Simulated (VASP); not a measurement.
A VASP calculation is set up with these files.

KPOINTS:
```
Automatic mesh
0
Gamma
5 5 5
0 0 0
```

POSCAR:
```
RuS2
1
    5.5788206361     0.0000000000     0.0000000000
   -0.0000000000     5.5788206361     0.0000000000
    0.0000000000     0.0000000000     5.5788206361
Ru S
4 8
Direct
  0.0000000000   0.5000000000   0.5000000000
  0.5000000000   0.0000000000   0.5000000000
  0.0000000000   0.0000000000   1.0000000000
  0.5000000000   0.5000000000   1.0000000000
  0.6134556404   0.8865443596   0.1134556404
  0.1134556404   0.6134556404   0.8865443596
  0.6134556404   0.6134556404   0.6134556404
  0.3865443596   0.3865443596   0.3865443596
  0.8865443596   0.1134556404   0.6134556404
  0.8865443596   0.3865443596   0.1134556404
  0.1134556404   0.8865443596   0.3865443596
  0.3865443596   0.1134556404   0.8865443596
```

### INCAR
```
ALGO  =  Normal
EDIFF  =  1E-7
ENCUT  =  400
GGA  =  PS
ISIF  =  2
ISMEAR  =  -5
LASPH  =  T
LCHARG  =  T
LMAXMIX  =  4
LORBIT  =  11
LREAL  =  F
LWAVE  =  F
NEDOS  =  601
NELM  =  100
PREC  =  Accurate
SYSTEM  =  RuS2
```

POTCAR, in this order: Ru_pv S (PBE.64 set). Program: vasp_std.

Translate this PBEsol calculation to Quantum ESPRESSO's pw.x.

One equivalent input (not run):
```
&CONTROL
  calculation = 'scf'
  pseudo_dir = './pseudo'
  outdir = './out'
  tprnfor = .true.
  tstress = .true.
/
&SYSTEM
  ibrav = 0
  nat = 12
  ntyp = 2
  ecutwfc = 84
  occupations = 'tetrahedra'
  input_dft = 'pbesol'
/
&ELECTRONS
  conv_thr = 7.3e-09
  electron_maxstep = 100
/
ATOMIC_SPECIES
  Ru 101.070 Ru.upf
  S 32.060 S.upf
CELL_PARAMETERS angstrom
     5.5788206    0.0000000    0.0000000
    -0.0000000    5.5788206    0.0000000
     0.0000000    0.0000000    5.5788206
ATOMIC_POSITIONS crystal
  Ru   0.0000000  0.5000000  0.5000000
  Ru   0.5000000  0.0000000  0.5000000
  Ru   0.0000000  0.0000000  1.0000000
  Ru   0.5000000  0.5000000  1.0000000
  S    0.6134556  0.8865444  0.1134556
  S    0.1134556  0.6134556  0.8865444
  S    0.6134556  0.6134556  0.6134556
  S    0.3865444  0.3865444  0.3865444
  S    0.8865444  0.1134556  0.6134556
  S    0.8865444  0.3865444  0.1134556
  S    0.1134556  0.8865444  0.3865444
  S    0.3865444  0.1134556  0.8865444
K_POINTS automatic
  5 5 5 0 0 0
```
Limits of the translation: the potentials are each code's own (VASP's PAW set, PseudoDojo norm-conserving files in pw.x), so ENCUT and ecutwfc are chosen apart and not converted; conv_thr bounds pw.x's estimated SCF error, while EDIFF bounds the energy change between steps.

The compound is RuS2 in the pyrite structure. It was relaxed first.
